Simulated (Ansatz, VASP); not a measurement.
# Ni (Ni(111)): VASP beside Ansatz

Aim: how closely do two programs agree when they are given the same cell, functional and k mesh? Other levels of theory on this material are compared in a session of their own.

Method: plane waves, with VASP 6.6.1 beside it; single point at PBEsol, in Ansatz 0.2.0.

### Step 1. The structure

The cell holds 7 atoms: 7 Ni. Its edges and angles: a = 2.489 Å, b = 2.489 Å, c = 30.194 Å, α = 90.0°, β = 90.0°, γ = 60.0°. Vacuum lies along c.

### Step 2. VASP: single point, PBEsol

With cell and atoms fixed, the geometry can't cause a difference; cores, projectors, grids and the points listed under the comparison can.

Lines of VASP's logs that name or quote its potential files are left out, and so is its time.

Input file INCAR:

```
SYSTEM = Ni
PREC = Normal
ENCUT = 350
EDIFF = 1E-06
NELM = 120
ISMEAR = 1
SIGMA = 0.1
LREAL = .FALSE.
ALGO = Normal
GGA = PS
NBANDS = 46
ISPIN = 2
MAGMOM = 1 1 1 1 1 1 1
LMAXMIX = 4
LORBIT = 11
LWAVE = .FALSE.
LCHARG = .FALSE.
KPAR = 4
IDIPOL = 3
LDIPOL = .TRUE.
DIPOL = 0.5 0.5 0.5
LVHAR = .TRUE.
LVACPOTAV = .TRUE.
```

Input file POSCAR:

```
Ni
1.0
    2.4890158698      0.0000000000      0.0000000000
    1.2445079349      2.1555509736      0.0000000000
    0.0000000000      0.0000000000     30.1936376853
Ni
7
Direct
    0.0000000000      0.0000000000      0.2980760415
    0.3333333333      0.3333333333      0.3653840277
    0.6666666667      0.6666666667      0.4326920138
    0.0000000000      0.0000000000      0.5000000000
    0.3333333333      0.3333333333      0.5673079862
    0.6666666667      0.6666666667      0.6346159723
    0.0000000000      0.0000000000      0.7019239585
```

Input file KPOINTS:

```
Automatic mesh
0
Gamma
12 12 1
0 0 0
```

PAW data sets: Ni (PBE family, release 64).

Run with:

```console
$ mpirun -np 4 vasp_std
```

Numbers of over 12 decimals in the logs are rounded to 6 here.

Output:

```text
[banner, memory and clock lines left out]
running    4 mpi-ranks, on    1 nodes
 distrk:  each k-point on    1 cores,    4 groups
 distr:  one band on    1 cores,    1 groups

 POSCAR found type information on POSCAR Ni
 POSCAR found :  1 types and       7 ions
|                                                                             |
|               ----> ADVICE to this user running VASP <----                  |
|                                                                             |
|     You enforced a specific xc type in the INCAR file but a different       |
|     [... a line on the potential file left out ...]
|     I HOPE YOU KNOW WHAT YOU ARE DOING!                                     |
|                                                                             |

 LDA part: xc-table for (Slater+PW92), standard interpolation
 POSCAR, INCAR and KPOINTS ok, starting setup
 FFT: planning ... GRIDC
 FFT: planning ... GRID_SOFT
 FFT: planning ... GRID
 WAVECAR not read
 entering main loop
       N       E                     dE             d eps       ncg     rms          rms(c)
DAV:   1     0.448609411461E+03    0.44861E+03   -0.25350E+04  3528   0.137E+03
DAV:   2    -0.128420555014E+02   -0.46145E+03   -0.44225E+03  3508   0.329E+02
DAV:   3    -0.488263736273E+02   -0.35984E+02   -0.33737E+02  3712   0.127E+02
DAV:   4    -0.494632835835E+02   -0.63691E+00   -0.63186E+00  3940   0.189E+01
DAV:   5    -0.494776460726E+02   -0.14362E-01   -0.14362E-01  5142   0.184E+00    0.276E+01
DAV:   6    -0.515201264231E+02   -0.20425E+01   -0.11396E+02  3882   0.146E+02    0.384E+01
DAV:   7    -0.645606827686E+02   -0.13041E+02   -0.88534E+01  4090   0.186E+02    0.467E+01
DAV:   8    -0.530832836597E+02    0.11477E+02   -0.60494E+01  5114   0.993E+01    0.412E+01
DAV:   9    -0.433879885831E+02    0.96953E+01   -0.19620E+01  4846   0.559E+01    0.242E+01
DAV:  10    -0.442892547121E+02   -0.90127E+00   -0.30003E+01  4074   0.852E+01    0.274E+01
DAV:  11    -0.459519758167E+02   -0.16627E+01   -0.38302E+01  4466   0.656E+01    0.301E+01
DAV:  12    -0.404496858848E+02    0.55023E+01   -0.76795E+00  4278   0.503E+01    0.114E+01
DAV:  13    -0.405220739082E+02   -0.72388E-01   -0.21630E+00  4534   0.197E+01    0.839E+00
DAV:  14    -0.404664842432E+02    0.55590E-01   -0.81206E-01  3948   0.114E+01    0.734E+00
[...]
DAV:  47    -0.412897316514E+02   -0.10753E-03   -0.16271E-05  3674   0.545E-02    0.183E-02
DAV:  48    -0.412897790137E+02   -0.47362E-04   -0.36004E-06  2432   0.291E-02    0.712E-03
DAV:  49    -0.412898177751E+02   -0.38761E-04   -0.81852E-07  2334   0.115E-02    0.380E-03
DAV:  50    -0.412898327854E+02   -0.15010E-04   -0.11002E-06  2200   0.125E-02    0.687E-03
DAV:  51    -0.412898383972E+02   -0.56119E-05   -0.80748E-07  2150   0.104E-02    0.149E-03
DAV:  52    -0.412898404166E+02   -0.20193E-05   -0.18194E-07  2074   0.346E-03    0.128E-03
DAV:  53    -0.412898418143E+02   -0.13978E-05   -0.76491E-08  2080   0.362E-03    0.170E-03
DAV:  54    -0.412898425051E+02   -0.69080E-06   -0.45873E-08  2068   0.192E-03
|                                                                             |
|           W    W    AA    RRRRR   N    N  II  N    N   GGGG   !!!           |
|           W    W   A  A   R    R  NN   N  II  NN   N  G    G  !!!           |
|           W    W  A    A  R    R  N N  N  II  N N  N  G       !!!           |
|           W WW W  AAAAAA  RRRRR   N  N N  II  N  N N  G  GGG   !            |
|           WW  WW  A    A  R   R   N   NN  II  N   NN  G    G                |
|           W    W  A    A  R    R  N    N  II  N    N   GGGG   !!!           |
|                                                                             |
|     Did not find any points to average over, which means that no vacuum     |
|     field-free region was found. Please increase the size of  your cell     |
|     in the dimension of the dipole correction to obtain accurate            |
|     workfunction values.                                                    |
|                                                                             |

   1 F= -.41289843E+02 E0= -.41288759E+02  d E =-.324947E-02  mag=     4.7562
```

From OUTCAR (step 2):

```text
ion  position               nearest neighbor table
   1  0.000  0.000  0.298-   2 2.49   2 2.49   2 2.49
   2  0.333  0.333  0.365-   3 2.49   3 2.49   3 2.49   1 2.49   1 2.49   1 2.49
   3  0.667  0.667  0.433-   2 2.49   2 2.49   2 2.49   4 2.49   4 2.49   4 2.49
   4  0.000  0.000  0.500-   3 2.49   5 2.49   3 2.49   5 2.49   3 2.49   5 2.49
   5  0.333  0.333  0.567-   6 2.49   6 2.49   6 2.49   4 2.49   4 2.49   4 2.49
   6  0.667  0.667  0.635-   5 2.49   5 2.49   5 2.49   7 2.49   7 2.49   7 2.49
   7  0.000  0.000  0.702-   6 2.49   6 2.49   6 2.49

  LATTYP: Found a hexagonal cell.
 ALAT       =     2.4890158697
 C/A-ratio  =    12.1307533843

 Subroutine GETGRP returns: Found 12 space group operations
 (whereof 12 operations were pure point group operations)

The static configuration has the point symmetry D_3d.

 Found     19 irreducible k-points:

   k-points           NKPTS =     19   k-points in BZ     NKDIM =     19   number of bands    NBANDS=     46

   dimension x,y,z NGX =    12 NGY =   12 NGZ =  140
   dimension x,y,z NGXF=    24 NGYF=   24 NGZF=  280

   ENCUT  =  350.0 eV  25.72 Ry    5.07 a.u.   3.80  3.80 46.06*2*pi/ulx,y,z

   NELECT =      70.0000    total number of electrons

 k-points in reciprocal lattice and weights: Automatic mesh
   0.00000000  0.00000000  0.00000000       0.007
   0.08333333  0.00000000  0.00000000       0.042
   0.16666667 -0.00000000  0.00000000       0.042
   0.25000000 -0.00000000  0.00000000       0.042
   0.33333333 -0.00000000  0.00000000       0.042
   0.41666667  0.00000000  0.00000000       0.042
   0.50000000 -0.00000000  0.00000000       0.021
   0.16666667  0.08333333  0.00000000       0.042
   0.25000000  0.08333333  0.00000000       0.083
[...]
-0.41666667  0.25000000  0.00000000       0.083
  -0.33333333  0.33333333  0.00000000       0.014

 dipolmoment           0.000000      0.000000      0.000000 electrons x Angstroem

 average (electrostatic) potential at core
       1 -89.2172       2 -89.4982       3 -89.4860       4 -89.4666       5 -89.4860
       6 -89.4982       7 -89.2172

 E-fermi :   1.6292

 spin component 1
 k-point     1 :       0.0000    0.0000    0.0000
  band No.  band energies     occupation
    ...
     38       0.9309      1.00000
     39       0.9309      1.00000
     40       0.9848      1.00000
     41       0.9848      1.00000
     42       1.4051      1.00340
     43       1.7359     -0.03077
     44       6.4547      0.00000
     45       6.6531      0.00000
     46       7.1763      0.00000

 k-point     2 :       0.0833    0.0000    0.0000
  band No.  band energies     occupation
    ...
     37       0.7698      1.00000
     38       0.7741      1.00000
     39       0.9322      1.00000
     40       0.9899      1.00000
     41       1.2803      1.00000
     42       2.1121     -0.00000
     43       2.5516     -0.00000
     44       6.6638      0.00000
     45       6.8732      0.00000
     46       7.3655      0.00000

 k-point     3 :       0.1667   -0.0000    0.0000
  band No.  band energies     occupation
    ...
     36       0.6633      1.00000
     37       0.7777      1.00000
     38       0.9346      1.00000
     39       1.0031      1.00000
     40       1.2173      1.00000
     41       2.0611     -0.00000
     42       3.1798     -0.00000
     43       3.8960      0.00000
     44       7.2695      0.00000
     45       7.5325      0.00000
    ...

 k-point     4 :       0.2500   -0.0000    0.0000
  band No.  band energies     occupation
    ...
     35       0.6227      1.00000
     36       0.7805      1.00000
     37       0.9362      1.00000
     38       0.9512      1.00000
     39       1.0191      1.00000
     40       1.7850     -0.02499
     41       2.9631     -0.00000
     42       4.3972      0.00000
     43       5.4728      0.00000
     44       8.1859      0.00000
    ...

 k-point     5 :       0.3333   -0.0000    0.0000
  band No.  band energies     occupation
    ...
     35       0.8055      1.00000
     36       0.8506      1.00000
     37       0.9501      1.00000
     38       1.0356      1.00000
     39       1.3753      1.00097
     40       2.5489     -0.00000
     41       4.0265      0.00000
     42       5.7053      0.00000
     43       7.2106      0.00000
     44       9.1022      0.00000
    ...

 k-point     6 :       0.4167    0.0000    0.0000
  band No.  band energies     occupation
    ...
     33       1.0285      1.00000
     34       1.0555      1.00000
     35       1.1229      1.00000
     36       1.1291      1.00000
     37       1.6165      0.60681
     38       1.9244     -0.00012
     39       2.3943     -0.00000
     40       3.5393     -0.00000
     41       4.8932      0.00000
     42       6.0566      0.00000
    ...

  Total       -6.4693456     -6.4693456     -5.0662453      0.0000000      0.0000000      0.0000000
  in kB      -63.9837268    -63.9837268    -50.1066534      0.0000000      0.0000000      0.0000000
  external PRESSURE =     -59.3580357 kB  Pullay stress =       0.0000000 kB

  energy-cutoff  :      350.00
  volume of cell :      161.99
      direct lattice vectors                 reciprocal lattice vectors
     2.489015870  0.000000000  0.000000000     0.401765217 -0.231959256  0.000000000
     1.244507935  2.155550974  0.000000000     0.000000000  0.463918512  0.000000000
     0.000000000  0.000000000 30.193637685     0.000000000  0.000000000  0.033119560

 POSITION                                       TOTAL-FORCE (eV/Angst)
 -----------------------------------------------------------------------------------
      0.00000      0.00000      9.00000         0.000000     -0.000000      0.498188
      1.24451      0.71852     11.03227        -0.000000     -0.000000     -0.129036
      2.48902      1.43703     13.06455        -0.000000      0.000000     -0.049120
      0.00000      0.00000     15.09682         0.000000      0.000000      0.000000
      1.24451      0.71852     17.12909         0.000000     -0.000000      0.049120
      2.48902      1.43703     19.16136         0.000000     -0.000000      0.129036
      0.00000      0.00000     21.19364         0.000000      0.000000     -0.498188
 -----------------------------------------------------------------------------------
    total drift:                                0.000000      0.000000      0.000000

  FREE ENERGIE OF THE ION-ELECTRON SYSTEM (eV)
  ---------------------------------------------------
  free  energy   TOTEN  =       -41.2898425051 eV

  energy  without entropy=      -41.2865930388  energy(sigma->0) =      -41.28875935

 vacuum level on the upper side and lower side of the slab         6.806         6.806

 total charge
# of ion       s       p       d       tot
------------------------------------------
    1        0.491   0.384   8.289   9.164
    2        0.497   0.499   8.294   9.291
    3        0.502   0.502   8.295   9.300
    4        0.501   0.502   8.298   9.301
    5        0.502   0.502   8.295   9.300
    6        0.497   0.499   8.294   9.291
    7        0.491   0.384   8.289   9.164
--------------------------------------------------
tot          3.482   3.272  58.055  64.809

 magnetization (x)
# of ion       s       p       d       tot
------------------------------------------
    1       -0.005  -0.024   0.708   0.679
    2       -0.006  -0.024   0.753   0.722
    3       -0.005  -0.024   0.714   0.685
    4       -0.007  -0.025   0.704   0.672
    5       -0.005  -0.024   0.714   0.685
    6       -0.006  -0.024   0.753   0.722
    7       -0.005  -0.024   0.708   0.679
--------------------------------------------------
tot         -0.039  -0.170   5.054   4.846

[... 6 further parts left out ...]
```

(Continued in part 2 of 2.)

[Lines on the potential files, build, host, timing and source positions are cut from VASP's logs without a mark.]

[Logs are printed without paths, hosts, clocks, repeated set-up lines and the standing remarks that a program may print on its own settings, such as how far it seeks lower states.]

[Hosts, paths, dates, database ids (printed as entryN), source tags and the programs' standing remarks are cut or masked in the printed files.]
